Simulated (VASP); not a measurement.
# YC (relaxed from the CsCl type structure, space group Pm-3m): computed properties

These are PBEsol GGA, VASP's PBE PAW potentials (set 64) (plane waves; VASP) values and carry that method's errors.

- space group: Pm-3m (221)
- cell: a = 3.062 Å, b = 3.062 Å, c = 3.062 Å, α = 90.00°, β = 90.00°, γ = 90.00°
- volume per atom: 14.35 Å³/atom
- band gap (over mesh and band path): none (metal, semimetal or under 0.01 eV)
- density: 5.84 g/cm³

```cif
data_CY
_chemical_formula_sum 'Y1 C1'
_space_group_name_H-M_alt 'P 1'
_space_group_IT_number 1
_cell_length_a 3.06161
_cell_length_b 3.06161
_cell_length_c 3.06161
_cell_angle_alpha 90.000
_cell_angle_beta 90.000
_cell_angle_gamma 90.000
loop_
_space_group_symop_operation_xyz
  'x, y, z'
loop_
_atom_site_label
_atom_site_type_symbol
_atom_site_fract_x
_atom_site_fract_y
_atom_site_fract_z
_atom_site_occupancy
Y1 Y 0.00000 0.00000 0.00000 1
C1 C 0.50000 0.50000 0.50000 1
```

The structure was generated: YC was put into the CsCl type type (Pm-3m), which need not be its known phase. It was relaxed first, which changed the volume by -31 %. Symmetry was kept, so distortions that lower it aren't found. The electron count is odd and the run is not spin-polarised, which forces a metal.
